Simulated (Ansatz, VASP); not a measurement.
## Cross-check of BeCd35Se36 (Be_Cd) between VASP and Ansatz

Aim: how closely do two programs agree when they are given the same cell, functional and k mesh? The cell is taken from a series of runs on this material, whose earlier steps may have relaxed, scaled, displaced or heated it; both programs get it as it stands.

Method: plane waves, with VASP 6.6.1 beside it; single point at PBE, in Ansatz 0.2.0.

## (1) The structure

The cell holds 72 atoms: 35 Cd, 36 Se and 1 Be. Its edges and angles: a = 13.149 Å, b = 13.149 Å, c = 14.310 Å, α = 90.0°, β = 90.0°, γ = 120.0°. It derives from CdSe (CdSe (P6_3mc)). Nearest the centre at fractional (0.444, 0.556, 0.500): Be72 at 0.02 Å, Se54 at 2.30 Å, Se57 at 2.34 Å, Se41 at 2.34 Å, Se53 at 2.34 Å, Cd21 at 4.24 Å, Cd6 at 4.24 Å, Cd18 at 4.24 Å.

As a file:

```xyz
72
Lattice="13.1493 0.0000 0.0000 -6.5747 11.3877 0.0000 0.0000 0.0000 14.3096" Properties=species:S:1:pos:R:3 pbc="T T T"
Cd    0.0013    2.5669    0.0145
Cd    2.1917    1.2789    3.5474
Cd    0.0496    2.5923    7.1521
Cd    2.1917    1.2711   10.7497
Cd   -2.1583    6.3084    0.0144
Cd    0.0622    5.0965    3.6994
Cd   -2.1126    6.3374    7.1522
Cd    0.0572    5.0933   10.6165
Cd   -4.3831   10.1215   14.3078
Cd   -2.1792    8.8493    3.5477
Cd   -4.3832   10.1216    7.1695
Cd   -2.1857    8.8531   10.7494
Cd    4.3820    2.5669    0.0142
Cd    6.5718    1.2629    3.6017
Cd    4.3339    2.5920    7.1523
Cd    6.5835    1.2694   10.7525
Cd    2.1917    6.3253   14.2656
Cd    4.3210    5.0963    3.6995
Cd    4.3264    5.0932   10.6165
Cd    0.0316   10.1019    0.0145
Cd    2.1916    8.7846    3.6993
Cd    0.0296   10.0479    7.1519
Cd    2.1915    8.7905   10.6167
Cd    8.7665    2.5300    0.0150
Cd   10.9609    1.2627    3.6018
Cd    8.7666    2.5299    7.1359
Cd   10.9495    1.2694   10.7524
Cd    6.5418    6.3083    0.0145
Cd    8.7665    5.0641    3.6017
Cd    6.4960    6.3372    7.1521
Cd    8.7664    5.0508   10.7527
Cd    4.3514   10.1019    0.0143
Cd    6.5623    8.8492    3.5475
Cd    4.3538   10.0475    7.1523
Cd    6.5688    8.8528   10.7497
Se   -0.0084    2.5757    2.7071
Se    2.1917    1.2603    6.2315
Se   -0.0007    2.5267    9.8288
Se    2.1916    1.2765   13.4303
Se   -2.1560    6.2957    2.7070
Se    0.2746    5.2190    6.3943
Se   -2.1945    6.3265    9.8289
Se    0.0137    5.0681   13.3192
Se   -4.3831   10.1217    2.6726
Se   -2.1951    8.8586    6.2318
Se   -4.3832   10.1215    9.8478
Se   -2.1810    8.8504   13.4301
Se    4.3917    2.5756    2.7069
Se    6.5531    1.2521    6.2826
Se    4.3842    2.5265    9.8290
Se    6.5680    1.2605   13.4326
Se    2.1917    6.3257    2.6325
Se    4.1086    5.2188    6.3944
Se    2.1917    6.3257    9.4560
Se    4.3697    5.0682   13.3192
Se    0.0439   10.1061    2.7071
Se    2.1916    8.5393    6.3942
Se   -0.0021   10.1240    9.8287
Se    2.1915    8.8404   13.3193
Se    8.7665    2.5299    2.6945
Se   10.9798    1.2518    6.2827
Se    8.7665    2.5300    9.8275
Se   10.9648    1.2605   13.4325
Se    6.5394    6.2955    2.7072
Se    8.7664    5.0858    6.2826
Se    6.5780    6.3264    9.8288
Se    8.7664    5.0686   13.4327
Se    4.3392   10.1061    2.7069
Se    6.5783    8.8584    6.2316
Se    4.3854   10.1239    9.8290
Se    6.5642    8.8503   13.4303
Be    2.1915    6.3256    7.1395
```

## (2) VASP: single point, PBE

With cell and atoms fixed, the geometry can't cause a difference; cores, projectors, grids and the points listed under the comparison can.

Lines of VASP's logs that name or quote its potential files are left out, and so is its time.

INCAR reads:

```
SYSTEM = BeCd35Se36
PREC = Accurate
ENCUT = 520
EDIFF = 1E-06
NELM = 120
ISMEAR = -1
SIGMA = 0.01
LREAL = Auto
ALGO = Normal
GGA = PE
NBANDS = 376
LORBIT = 11
LWAVE = .FALSE.
LCHARG = .FALSE.
ISIF = 2
LASPH = .TRUE.
GGA_COMPAT = .FALSE.
EFERMI = MIDGAP
NCORE = 2
```

POSCAR reads:

```
BeCd35Se36
1.0
   13.1493496637      0.0000000000      0.0000000000
   -6.5746748318     11.3876708520      0.0000000000
    0.0000000000      0.0000000000     14.3096257359
Cd Se Be
35 36 1
Direct
    0.1128041116      0.2254095457      0.0010167072
    0.2228302908      0.1123093184      0.2479042167
    0.1175909820      0.2276399276      0.4998136551
    0.2224859300      0.1116213790      0.7512236543
    0.1128446064      0.5539699495      0.0010045079
    0.2285068519      0.4475457363      0.2585261501
    0.1175926854      0.5565142022      0.4998205121
    0.2279796195      0.4472619375      0.7419140611
    0.1110756535      0.8888115040      0.9998690623
    0.2228219658      0.7770958905      0.2479267696
    0.1110739254      0.8888246931      0.5010243286
    0.2224951218      0.7774291453      0.7512032906
    0.4459553808      0.2254102066      0.0009952559
    0.5552298935      0.1109015198      0.2516943587
    0.4433961281      0.2276186204      0.4998257656
    0.5564041199      0.1114677433      0.7514172902
    0.4444046551      0.5554527253      0.9969223045
    0.5523730437      0.4475266583      0.2585348516
    0.5526451780      0.4472565821      0.7419136869
    0.4459479131      0.8870866049      0.0010119357
    0.5523724495      0.7714095313      0.2585150457
    0.4434264426      0.8823446522      0.4997984904
    0.5526279297      0.7719320564      0.7419294358
    0.7777669925      0.2221669347      0.0010461349
    0.8890157645      0.1108846339      0.2517055929
    0.7777765681      0.2221653794      0.4986793905
    0.8884437329      0.1114751616      0.7514110928
    0.7744827259      0.5539582197      0.0010163414
    0.8890372071      0.4447012171      0.2516972124
    0.7722653449      0.5564983686      0.4998077667
    0.8884471284      0.4435310592      0.7514300493
    0.7744645713      0.8870895521      0.0009988624
    0.8875990776      0.7770868361      0.2479081312
    0.7722610404      0.8823149627      0.4998254223
    0.8882543149      0.7774035307      0.7512216104
    0.1124486196      0.2261809579      0.1891832022
    0.2220145247      0.1106760913      0.4354790764
    0.1108869271      0.2218771499      0.6868662391
    0.2227193234      0.1120965969      0.9385505154
    0.1124658885      0.5528543341      0.1891730117
    0.2500336943      0.4582991795      0.4468547385
    0.1108871640      0.5555612083      0.6868746439
    0.2235684947      0.4450513718      0.9307856677
    0.1110799542      0.8888263872      0.1867719692
    0.2220190471      0.7779087717      0.4354966741
    0.1110662774      0.8888163116      0.6881908413
    0.2227303757      0.7771892870      0.9385330237
    0.4470774954      0.2261772416      0.1891682690
    0.5533358637      0.1099512079      0.4390451716
    0.4443486762      0.2218649471      0.6868790315
    0.5548385271      0.1106869653      0.9387104804
    0.4444203755      0.5554850462      0.1839697691
    0.5416015354      0.4582876683      0.4468631623
    0.4444254756      0.5554898002      0.6608170051
    0.5548446945      0.4450573698      0.9307832146
    0.4470690200      0.8874634619      0.1891807441
    0.5416090161      0.7498731851      0.4468455332
    0.4443545270      0.8890344985      0.6868566713
    0.5548165352      0.7763090971      0.9307965157
    0.7777651303      0.2221635243      0.1882978722
    0.8899714517      0.1099268420      0.4390534299
    0.7777684443      0.2221672839      0.6867753544
    0.8892117096      0.1106890632      0.9387033400
    0.7737319909      0.5528354616      0.1891849348
    0.8899828111      0.4466023700      0.4390471186
    0.7780293659      0.5555510436      0.6868645378
    0.8892298571      0.4450974000      0.9387202787
    0.7737263652      0.8874595882      0.1891695732
    0.8892219243      0.7778928365      0.4354823665
    0.7780155516      0.8890231041      0.6868776166
    0.8877905867      0.7771794792      0.9385484875
    0.4444051103      0.5554819574      0.4989298824
```

KPOINTS reads:

```
Automatic mesh
0
Gamma
1 1 1
0 0 0
```

PAW data sets: Cd, Se and Be (PBE family, release 64).

On the command line:

```console
$ mpirun -np 8 vasp_gam
```

Numbers of over 12 decimals in the logs are rounded to 6 here.

Log:

```text
[banner, memory and clock lines left out]
running    8 mpi-ranks, on    1 nodes
[...]
LDA part: xc-table for (Slater+PW92), standard interpolation
 POSCAR, INCAR and KPOINTS ok, starting setup
[...]
entering main loop
       N       E                     dE             d eps       ncg     rms          rms(c)
DAV:   1     0.586579077196E+04    0.58658E+04   -0.33876E+05   760   0.163E+03
DAV:   2     0.301724885357E+03   -0.55641E+04   -0.53755E+04   840   0.412E+02
DAV:   3    -0.197235125438E+03   -0.49896E+03   -0.49319E+03   864   0.113E+02
DAV:   4    -0.212116299708E+03   -0.14881E+02   -0.14785E+02   832   0.163E+01
[...]
DAV:  15    -0.197270753803E+03   -0.36450E-05   -0.19415E-05   824   0.838E-03    0.525E-03
DAV:  16    -0.197270754828E+03   -0.10241E-05   -0.53978E-06   592   0.323E-03    0.348E-03
DAV:  17    -0.197270755248E+03   -0.42015E-06   -0.30027E-07   488   0.846E-04
   1 F= -.19727076E+03 E0= -.19727076E+03  d E =-.841195E-11
```

From OUTCAR (step 2):

```text
 POSITION                                       TOTAL-FORCE (eV/Angst)
 -----------------------------------------------------------------------------------
      0.00131      2.56689      0.01455        -0.000247     -0.000292     -0.001495
      2.19168      1.27894      3.54742         0.001771     -0.001276     -0.001347
      0.04959      2.59229      7.15215        -0.004601      0.003690     -0.004499
      2.19167      1.27111     10.74973         0.001971      0.000714     -0.002421
     -2.15834      6.30843      0.01437        -0.000959     -0.002209     -0.000688
      0.06225      5.09650      3.69941        -0.002417     -0.000695      0.001008
     -2.11263      6.33740      7.15224         0.000132     -0.005177     -0.004248
      0.05718      5.09327     10.61651         0.001637      0.002098      0.000814
     -4.38307     10.12149     14.30775         0.001974     -0.000950     -0.002165
     -2.17919      8.84931      3.54774        -0.000936      0.000539     -0.001957
     -4.38318     10.12164      7.16947         0.002318     -0.001325     -0.001339
     -2.18568      8.85311     10.74944         0.000607     -0.000160      0.000629
      4.38202      2.56690      0.01424         0.000717     -0.000639      0.000613
      6.57177      1.26291      3.60165        -0.000451      0.000413     -0.000761
[...]
-----------------------------------------------------------------------------------
    total drift:                                0.009418     -0.013039      0.078639

  FREE ENERGIE OF THE ION-ELECTRON SYSTEM (eV)
  ---------------------------------------------------
  free  energy   TOTEN  =      -197.2707552477 eV

  energy  without entropy=     -197.2707552477  energy(sigma->0) =     -197.27075525
```

The run ends at a pressure of -0.09 GPa, with forces up to 0.021 eV/Å.

(Part 1 of 2 ends here.)

[Lines on the potential files, build, host, timing and source positions are cut from VASP's logs without a mark.]

[Logs are printed without paths, hosts, clocks, repeated set-up lines and the standing remarks that a program may print on its own settings, such as how far it seeks lower states.]

[Hosts, paths, dates, database ids (printed as entryN), source tags and the programs' standing remarks are cut or masked in the printed files.]
